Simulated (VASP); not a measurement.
Input:

```yaml
crystal:
  lattice:
    - [0.00000, 3.51958, 3.51958]
    - [3.51958, 0.00000, 3.51958]
    - [3.51958, 3.51958, 0.00000]
  atoms:
    - { symbol: Sr, position: [0.00000, 0.00000, 0.00000] }
    - { symbol: Cl, position: [0.25000, 0.25000, 0.25000] }
    - { symbol: Cl, position: [0.75000, 0.75000, 0.75000] }
```

Computed with PBE GGA, VASP's PBE PAW potentials (set 64) (plane waves; VASP 6.6.1). Run with 400 eV cut-off, 7×7×7 Γ-centred mesh, Gaussian smearing of 0.010 eV, potentials Sr_sv Cl.

Give the direction-averaged independent-particle dielectric function (no local fields, no excitons; a broadening of 0.1 eV leaves a tail below the gap, and fine structure carries the noise of the k-mesh).

| ħω (eV) | ε₁ | ε₂ |
|---|---|---|
| 0.00 | 3.17 | 0.00 |
| 0.40 | 3.18 | 0.00 |
| 0.80 | 3.19 | 0.00 |
| 1.30 | 3.22 | 0.01 |
| 1.70 | 3.25 | 0.01 |
| 2.20 | 3.31 | 0.01 |
| 2.60 | 3.37 | 0.02 |
| 3.10 | 3.47 | 0.02 |
| 3.50 | 3.57 | 0.03 |
| 4.00 | 3.73 | 0.04 |
| 4.40 | 3.90 | 0.05 |
| 4.90 | 4.21 | 0.08 |
| 5.30 | 4.59 | 0.13 |
| 5.80 | 5.34 | 0.32 |
| 6.20 | 5.51 | 1.20 |
| 6.70 | 6.23 | 2.24 |
| 7.10 | 7.38 | 3.86 |
| 7.60 | 3.84 | 6.35 |
| 8.00 | 1.65 | 5.86 |
| 8.50 | 0.38 | 3.91 |
| 8.90 | 1.31 | 3.33 |
| 9.40 | 0.98 | 4.13 |
| 9.80 | -0.24 | 3.21 |
| 10.30 | 0.06 | 1.74 |
| 10.70 | 1.20 | 1.70 |
| 11.20 | 1.37 | 1.90 |
| 11.60 | 1.11 | 2.83 |
| 12.10 | 1.22 | 2.21 |
| 12.50 | 1.03 | 2.06 |
| 13.00 | -0.09 | 2.53 |
| 13.40 | 0.32 | 1.57 |
| 13.90 | 0.42 | 2.17 |
| 14.30 | 0.63 | 1.71 |
| 14.80 | 0.23 | 1.85 |
| 15.20 | -0.13 | 1.31 |
| 15.70 | -0.17 | 1.27 |
| 16.10 | 0.01 | 0.99 |
| 16.60 | -0.08 | 0.68 |
| 17.00 | 0.28 | 0.64 |
| 17.50 | 0.53 | 0.71 |
ε₂ peaks at 7.4 eV (height 7.4), 9.5 eV (height 4.2), 12.9 eV (height 3.0); ε₁(0) averages 3.17, so the electronic refractive index below the gap tends to √3.17 = 1.78.

The compound is SrCl2 in the fluorite structure. It was relaxed first.
